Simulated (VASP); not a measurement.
An input for Quantum ESPRESSO's pw.x (written as the equivalent of a VASP run, and not itself run):

```
&CONTROL
  calculation = 'vc-relax'
  pseudo_dir = './pseudo'
  outdir = './out'
  tprnfor = .true.
  tstress = .true.
  nstep = 60
  forc_conv_thr = 0.00039
/
&SYSTEM
  ibrav = 0
  nat = 2
  ntyp = 2
  ecutwfc = 88
  occupations = 'smearing'
  smearing = 'gaussian'
  degauss = 0.003675
  input_dft = 'pw91'
/
&ELECTRONS
  conv_thr = 7.3e-08
  electron_maxstep = 100
/
&IONS
/
&CELL
/
ATOMIC_SPECIES
  Na 22.990 Na.upf
  Cl 35.450 Cl.upf
CELL_PARAMETERS angstrom
     0.0000000    2.8430778    2.8430778
     2.8430778   -0.0000000    2.8430778
     2.8430778    2.8430778    0.0000000
ATOMIC_POSITIONS crystal
  Na   0.0000000  0.0000000  0.0000000
  Cl   0.5000000  0.5000000  0.5000000
K_POINTS automatic
  7 7 7 0 0 0
```

Write the VASP files for the same calculation (PW91).

Several could match; the one computed here: 
**KPOINTS**
```
Automatic mesh
0
Gamma
7 7 7
0 0 0
```

**INCAR**
```
! general
SYSTEM = NaCl
PREC   = Accurate
ENCUT  = 520
LREAL  = .FALSE.
LASPH  = .TRUE.

! electronic loop
EDIFF  = 1E-6
NELM   = 100
ALGO   = Normal

! smearing
ISMEAR = 0
SIGMA  = 0.05

! functional
GGA    = 91

! ions
IBRION = 2
NSW    = 60
ISIF   = 3
EDIFFG = -0.01

! output
LWAVE  = .FALSE.
LCHARG = .FALSE.
```

**POSCAR**
```
NaCl
1.0
  0.0000000000   2.8430778326   2.8430778326
  2.8430778326   0.0000000000   2.8430778326
  2.8430778326   2.8430778326   0.0000000000
Na Cl
1 1
Cartesian
  0.0000000000   0.0000000000   0.0000000000
  2.8430778326   2.8430778326   2.8430778326
```

POTCAR, in this order: Na_pv Cl (PBE.64 set). Program: vasp_std.

The two are equivalent in intent, not identical: the potentials are each code's own (VASP's PAW set, PseudoDojo norm-conserving files in pw.x), so ENCUT and ecutwfc are chosen apart and not converted; conv_thr bounds pw.x's estimated SCF error, while EDIFF bounds the energy change between steps; forc_conv_thr acts on force components and is met together with etot_conv_thr.

The compound is NaCl in the rock salt structure. It was relaxed first. The start is the result of an earlier pass.
